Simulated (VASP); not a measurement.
## AlSiB: relaxation of cell and atoms with PBE

AlSiB:

```
CELL_PARAMETERS angstrom
2.98955 0.00000 0.00000
0.00000 2.98955 0.00000
0.00000 0.00000 5.08751
ATOMIC_POSITIONS crystal
Al 0.00000 0.00000 0.00000
Si 0.00000 0.00000 0.50000
B 0.50000 0.50000 0.50000
```

The cell was built by a generator and needn't be a form met in nature.

The cell isn't the ideal one: random cell by space group and Wyckoff sites (P4/mmm, No. 123).

* Program: VASP 6.6.1
* Task: relaxation of cell and atoms
* Functional: PBE
* Potentials or basis: VASP PAW PBE potentials, release 64 (Al, Si, B)
* Cutoff: 600 eV
* k mesh: 16 × 16 × 10
* Occupations: gaussian, width 0.1 eV
* Spin: no spin polarisation
* Dipole correction: no
* Further INCAR settings: ALGO = Fast; EDIFF = 1e-06; IBRION = 2; EDIFFG = -0.01; NSW = 100; ISIF = 3

- Relaxed volume: 15.24 Å³/atom
- Relaxed cell: a = 2.983 Å, b = 2.983 Å, c = 5.140 Å, α = 90.00°, β = 90.00°, γ = 90.00°
- Space group after relaxing (to 0.05 Å): P4/mmm (No. 123)
- Energy gained by relaxing: 0.7 meV/atom
- Ionic steps: 7
- Pressure after relaxing: 0.0 GPa
- Band gap on the k mesh: none (metal or under the smearing width)

The path:
| step | energy change (eV) | largest force (eV/Å) | pressure (GPa) | volume (Å³) |
| --- | --- | --- | --- | --- |
| 1 | 0.0000 | 0.0000 | 0.33 | 45.47 |
| 2 | -0.0018 | 0.0000 | 0.06 | 45.67 |
| 3 | -0.0021 | 0.0000 | -0.11 | 45.81 |
| 4 | -0.0021 | 0.0000 | -0.10 | 45.80 |
| 5 | -0.0021 | 0.0000 | -0.08 | 45.79 |
| 6 | -0.0021 | 0.0000 | -0.09 | 45.80 |
| 7 | -0.0021 | 0.0000 | 0.05 | 45.73 |

Final structure:
```
CELL_PARAMETERS angstrom
2.98269 0.00000 0.00000
0.00000 2.98269 0.00000
0.00000 0.00000 5.14037
ATOMIC_POSITIONS crystal
Al 0.00000 0.00000 0.00000
Si 0.00000 0.00000 0.50000
B 0.50000 0.50000 0.50000
```

Levels at points of the mesh, in eV from the Fermi level:
```csv
k point,band 2,band 3,band 4,band 5,band 6,band 7,band 8,band 9
"(0.00, 0.00, 0.00)",-5.72,-5.53,-0.32,-0.32,3.87,5.09,5.61,8.50
"(0.50, 0.00, 0.00)",-8.51,-2.32,-2.32,-1.26,-1.02,1.91,5.26,6.07
"(0.50, 0.50, 0.00)",-5.70,-5.17,-4.67,-0.15,1.23,1.23,1.84,2.73
"(0.00, 0.00, 0.50)",-8.29,-0.28,-0.28,-0.22,0.74,5.54,5.64,6.03
"(0.50, 0.00, 0.50)",-8.35,-4.95,-3.48,1.93,2.72,2.93,3.69,5.41
"(0.50, 0.50, 0.50)",-5.58,-4.76,-4.56,-1.89,-0.08,-0.08,0.71,6.64
```

Run time: 4.6 min on 1 thread of Intel(R) Xeon(R) Platinum 8488C (Sapphire Rapids), with other jobs on the host, peak memory 0.29 GiB.
